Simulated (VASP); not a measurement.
Consider the following.

```xyz
2
Lattice="4.2916 0.0000 0.0000 0.0000 4.3898 0.0000 0.0000 0.0000 4.3928" Properties=species:S:1:pos:R:3 pbc="T T T"
Cs     0.0000     0.0000     0.0000
Br     2.1773     2.1949     2.1964
```

The numbers are results of SCAN meta-GGA, VASP's PBE PAW potentials (set 64) (plane waves; VASP), not measurements. Numerical set-up: 400 eV cut-off, 6×6×6 Γ-centred mesh, Gaussian smearing of 0.050 eV, potentials Cs_sv Br.

Problem. What does the run give for the energy per atom (σ→0)?

Solution. 
| Quantity | Result |
|---|---|
| energy per atom (σ→0) | -30576 meV/atom |

Total energies compare only between runs with the same potentials, cut-off and functional.

The compound is CsBr in the CsCl type structure. The cell was not relaxed at this level, atoms are displaced from their ideal sites. The run is one of a series of settings (GGA removed, LMIXTAU = .TRUE., METAGGA = SCAN against the base run), some of them coarse on purpose.
